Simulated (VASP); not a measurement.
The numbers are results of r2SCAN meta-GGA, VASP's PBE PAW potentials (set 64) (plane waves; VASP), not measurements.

The input files of a VASP run:

### KPOINTS
```
Automatic mesh
0
Gamma
7 7 11
0 0 0
```

**INCAR**
```
# general
SYSTEM  = W
PREC    = Accurate
ENCUT   = 400   # plane-wave cut-off (eV)
LREAL   = .FALSE.   # projection in real space or not
LASPH   = .TRUE.   # aspherical one-centre terms

# electronic loop
EDIFF   = 1E-6   # SCF stop (eV)
NELM    = 100   # most electronic steps
ALGO    = Normal   # blocked Davidson
LMAXMIX = 6   # l cut-off of mixed one-centre charges
LMIXTAU = .TRUE.

# smearing
ISMEAR  = 1   # Methfessel-Paxton
SIGMA   = 0.1   # width (eV)

# functional
METAGGA = R2SCAN

# ions
IBRION  = 2   # conjugate gradients
NSW     = 60
ISIF    = 3
EDIFFG  = -0.02

# output
LWAVE   = .FALSE.
LCHARG  = .FALSE.
```

POSCAR:
```
W
1
    4.6443529442     0.0000000226     0.0000000000
   -2.3221759323     4.0221273867    -0.0000000000
   -0.0000000000    -0.0000000000     2.5924304362
W
3
Direct
  1.0000000000   0.0000000000   0.0000000000
  0.3333330000   0.6666670000   0.5000000000
  0.6666670000   0.3333330000   0.5000000000
```

POTCAR, in this order: W_sv (PBE.64 set). Program: vasp_std.

Output

**OSZICAR**
```
       N       E                     dE             d eps       ncg     rms          rms(c)
DAV:   1     0.314483618870E+03    0.31448E+03   -0.22124E+04  2416   0.171E+03
DAV:   2    -0.146114985129E+03   -0.46060E+03   -0.45576E+03  2671   0.540E+02
DAV:   3    -0.164731637514E+03   -0.18617E+02   -0.18165E+02  3011   0.103E+02
DAV:   4    -0.165043059542E+03   -0.31142E+00   -0.30841E+00  2701   0.134E+01
DAV:   5    -0.165048175146E+03   -0.51156E-02   -0.51056E-02  3125   0.176E+00    0.378E+01
DAV:   6    -0.152733715259E+03    0.12314E+02   -0.63156E+00  2435   0.276E+01    0.971E+00
DAV:   7    -0.150692184458E+03    0.20415E+01   -0.17816E+00  2648   0.789E+00    0.146E+00
DAV:   8    -0.152175880709E+03   -0.14837E+01   -0.12433E+00  2656   0.761E+00    0.184E+00
DAV:   9    -0.152452465128E+03   -0.27658E+00   -0.11158E-01  2903   0.336E+00    0.475E-01
DAV:  10    -0.152198957927E+03    0.25351E+00   -0.10517E-01  2437   0.277E+00    0.432E-01
DAV:  11    -0.152199475741E+03   -0.51781E-03   -0.56447E-03  2729   0.720E-01    0.390E-01
DAV:  12    -0.152200643233E+03   -0.11675E-02   -0.11000E-03  2729   0.327E-01    0.208E-01
DAV:  13    -0.152200168987E+03    0.47425E-03   -0.19470E-03  2464   0.390E-01    0.558E-02
DAV:  14    -0.152200161996E+03    0.69917E-05   -0.92412E-05  3039   0.759E-02    0.330E-02
DAV:  15    -0.152200150034E+03    0.11962E-04   -0.11909E-04  2616   0.920E-02    0.161E-02
DAV:  16    -0.152200183250E+03   -0.33216E-04   -0.19678E-05  3112   0.348E-02    0.104E-02
DAV:  17    -0.152200187575E+03   -0.43248E-05   -0.10450E-06  1338   0.979E-03    0.546E-03
DAV:  18    -0.152200189478E+03   -0.19030E-05   -0.14428E-06  1607   0.108E-02    0.107E-03
DAV:  19    -0.152200190433E+03   -0.95534E-06   -0.23577E-07  1295   0.505E-03
   1 F= -.15220019E+03 E0= -.15219902E+03  d E =-.152200E+03
       N       E                     dE             d eps       ncg     rms          rms(c)
DAV:   1    -0.153223354091E+03   -0.10232E+01   -0.31151E+01  2461   0.647E+01    0.113E+01
DAV:   2    -0.152297855844E+03    0.92550E+00   -0.21321E+00  2421   0.130E+01    0.317E+00
DAV:   3    -0.152156536744E+03    0.14132E+00   -0.90486E-01  2884   0.859E+00    0.203E+00
DAV:   4    -0.152136534610E+03    0.20002E-01   -0.19096E-01  2932   0.370E+00    0.159E+00
DAV:   5    -0.152124179171E+03    0.12355E-01   -0.25610E-02  2681   0.150E+00    0.441E-01
DAV:   6    -0.152138421238E+03   -0.14242E-01   -0.12034E-02  2546   0.114E+00    0.135E-01
DAV:   7    -0.152139188370E+03   -0.76713E-03   -0.72491E-04  2936   0.234E-01    0.309E-02
DAV:   8    -0.152139106704E+03    0.81667E-04   -0.67113E-05  3066   0.715E-02    0.231E-02
DAV:   9    -0.152139218375E+03   -0.11167E-03   -0.33639E-05  2486   0.580E-02    0.678E-03
DAV:  10    -0.152139186248E+03    0.32126E-04   -0.40626E-06  2495   0.178E-02    0.162E-03
DAV:  11    -0.152139202990E+03   -0.16742E-04   -0.25564E-07  1298   0.515E-03    0.940E-04
DAV:  12    -0.152139192752E+03    0.10238E-04   -0.15489E-07  1290   0.418E-03    0.402E-04
DAV:  13    -0.152139194806E+03   -0.20538E-05   -0.14719E-08  1287   0.116E-03    0.238E-04
DAV:  14    -0.152139195139E+03   -0.33273E-06   -0.88109E-09  1284   0.813E-04
   2 F= -.15213920E+03 E0= -.15213746E+03  d E =0.609953E-01
       N       E                     dE             d eps       ncg     rms          rms(c)
DAV:   1    -0.152816677224E+03   -0.67748E+00   -0.16910E+01  2421   0.461E+01    0.956E+00
DAV:   2    -0.152304717483E+03    0.51196E+00   -0.11416E+00  2403   0.100E+01    0.236E+00
DAV:   3    -0.152220262577E+03    0.84455E-01   -0.47818E-01  2863   0.666E+00    0.173E+00
DAV:   4    -0.152207185068E+03    0.13078E-01   -0.98884E-02  2932   0.293E+00    0.139E+00
DAV:   5    -0.152203671348E+03    0.35137E-02   -0.11029E-02  2633   0.915E-01    0.133E-01
DAV:   6    -0.152207087809E+03   -0.34165E-02   -0.39418E-03  2860   0.630E-01    0.849E-02
DAV:   7    -0.152207160781E+03   -0.72972E-04   -0.84419E-04  2520   0.285E-01    0.435E-02
DAV:   8    -0.152207433882E+03   -0.27310E-03   -0.25264E-04  2468   0.161E-01    0.107E-02
DAV:   9    -0.152207417783E+03    0.16099E-04   -0.19459E-05  2711   0.448E-02    0.360E-03
DAV:  10    -0.152207440161E+03   -0.22378E-04   -0.14023E-06  1577   0.110E-02    0.317E-03
DAV:  11    -0.152207429281E+03    0.10880E-04   -0.17665E-07  1283   0.372E-03    0.164E-03
DAV:  12    -0.152207430996E+03   -0.17148E-05   -0.13029E-07  1276   0.377E-03    0.528E-04
DAV:  13    -0.152207427430E+03    0.35666E-05   -0.27221E-08  1275   0.145E-03    0.960E-05
DAV:  14    -0.152207428048E+03   -0.61813E-06   -0.64103E-09  1275   0.542E-04
   3 F= -.15220743E+03 E0= -.15220595E+03  d E =-.723761E-02
       N       E                     dE             d eps       ncg     rms          rms(c)
DAV:   1    -0.152207461109E+03   -0.33679E-04   -0.83548E-04  2466   0.331E-01    0.650E-02
DAV:   2    -0.152207433572E+03    0.27536E-04   -0.54888E-05  2437   0.687E-02    0.167E-02
DAV:   3    -0.152207432514E+03    0.10586E-05   -0.20513E-05  2788   0.427E-02    0.114E-02
DAV:   4    -0.152207430887E+03    0.16263E-05   -0.31082E-06  1907   0.179E-02    0.907E-03
DAV:   5    -0.152207429790E+03    0.10970E-05   -0.53941E-07  1265   0.711E-03    0.180E-03
DAV:   6    -0.152207432211E+03   -0.24205E-05   -0.22776E-07  1260   0.456E-03    0.731E-04
DAV:   7    -0.152207431030E+03    0.11811E-05   -0.51414E-08  1257   0.195E-03    0.241E-04
DAV:   8    -0.152207431928E+03   -0.89860E-06   -0.18575E-08  1257   0.123E-03
   4 F= -.15220743E+03 E0= -.15220596E+03  d E =-.724149E-02
       N       E                     dE             d eps       ncg     rms          rms(c)
DAV:   1    -0.152212087441E+03   -0.46564E-02   -0.17505E-01  2400   0.390E+00    0.400E-01
DAV:   2    -0.152208117114E+03    0.39703E-02   -0.84881E-03  2631   0.821E-01    0.191E-01
DAV:   3    -0.152207841465E+03    0.27565E-03   -0.66240E-03  3084   0.767E-01    0.135E-01
DAV:   4    -0.152207369474E+03    0.47199E-03   -0.20755E-03  3083   0.413E-01    0.289E-02
DAV:   5    -0.152207393730E+03   -0.24256E-04   -0.81226E-05  2583   0.797E-02    0.105E-02
DAV:   6    -0.152207391409E+03    0.23208E-05   -0.16401E-05  2695   0.337E-02    0.732E-03
DAV:   7    -0.152207398877E+03   -0.74678E-05   -0.40389E-06  2130   0.194E-02    0.161E-03
DAV:   8    -0.152207395524E+03    0.33524E-05   -0.49506E-07  1273   0.704E-03    0.972E-04
DAV:   9    -0.152207397730E+03   -0.22060E-05   -0.21296E-07  1263   0.444E-03    0.400E-04
DAV:  10    -0.152207395956E+03    0.17738E-05   -0.64761E-08  1255   0.274E-03    0.126E-04
DAV:  11    -0.152207396908E+03   -0.95195E-06   -0.13613E-08  1254   0.113E-03
   5 F= -.15220740E+03 E0= -.15220560E+03  d E =0.350200E-04
       N       E                     dE             d eps       ncg     rms          rms(c)
DAV:   1    -0.152208892658E+03   -0.14967E-02   -0.47521E-02  2400   0.203E+00    0.210E-01
DAV:   2    -0.152207811952E+03    0.10807E-02   -0.23669E-03  2695   0.437E-01    0.100E-01
DAV:   3    -0.152207748053E+03    0.63899E-04   -0.18991E-03  3058   0.407E-01    0.720E-02
DAV:   4    -0.152207609629E+03    0.13842E-03   -0.56872E-04  3050   0.220E-01    0.153E-02
DAV:   5    -0.152207609252E+03    0.37746E-06   -0.23358E-05  2563   0.420E-02    0.561E-03
DAV:   6    -0.152207614175E+03   -0.49232E-05   -0.46674E-06  2207   0.178E-02    0.388E-03
DAV:   7    -0.152207611615E+03    0.25603E-05   -0.10498E-06  1308   0.100E-02    0.876E-04
DAV:   8    -0.152207612856E+03   -0.12415E-05   -0.16728E-07  1257   0.368E-03    0.561E-04
DAV:   9    -0.152207612123E+03    0.73271E-06   -0.47653E-08  1251   0.211E-03
   6 F= -.15220761E+03 E0= -.15220598E+03  d E =-.180195E-03
```

### OUTCAR
```
------------------------ aborting loop because EDIFF is reached ----------------------------------------
  FORCE on cell =-STRESS in cart. coord.  units (eV):
  Direction    XX          YY          ZZ          XY          YZ          ZX
  --------------------------------------------------------------------------------------
  Total        0.0043360      0.0043360      0.0059885      0.0000000     -0.0000000      0.0000000
  in kB        0.1416516      0.1416516      0.1956342      0.0000000     -0.0000000      0.0000000
  external PRESSURE =       0.1596458 kB  Pullay stress =       0.0000000 kB
  volume of cell :       49.04
      direct lattice vectors                 reciprocal lattice vectors
     4.669619584  0.000000026 -0.000000000     0.214150206  0.123639658  0.000000000
    -2.334809246  4.044008933  0.000000000    -0.000000001  0.247279374  0.000000000
    -0.000000000 -0.000000000  2.597097192     0.000000000 -0.000000000  0.385045274
 POSITION                                       TOTAL-FORCE (eV/Angst)
 -----------------------------------------------------------------------------------
     -0.00000     -0.00000      0.00000         0.000000      0.000000      0.000000
     -0.00000      2.69601      1.29855        -0.000000     -0.000000     -0.000000
      2.33481      1.34800      1.29855         0.000000      0.000000      0.000000
 -----------------------------------------------------------------------------------
    total drift:                               -0.000000      0.000000      0.000000
  FREE ENERGIE OF THE ION-ELECTRON SYSTEM (eV)
  ---------------------------------------------------
  free  energy   TOTEN  =      -152.2076121234 eV

  energy  without entropy=     -152.2027083082  energy(sigma->0) =     -152.20597752

 reached required accuracy - stopping structural energy minimisation
```
(Selected blocks of OUTCAR.)

CONTCAR:
```
W
   1.00000000000000
     4.6696195839694283    0.0000000262414860   -0.0000000000000000
    -2.3348092462009027    4.0440089329357258    0.0000000000000000
    -0.0000000000000000   -0.0000000000000000    2.5970971921271535
  W
     3
Direct
     0.0000000000000000    0.0000000000000000    0.0000000000000000
     0.3333330000000032    0.6666669999999968    0.5000000000000000
     0.6666669999999968    0.3333330000000032    0.5000000000000000
```

The structure was generated: W was put into the omega type (P6/mmm), which need not be its known phase. This run relaxes it. Symmetry was kept, so distortions that lower it aren't found. The start is the result of an earlier pass.
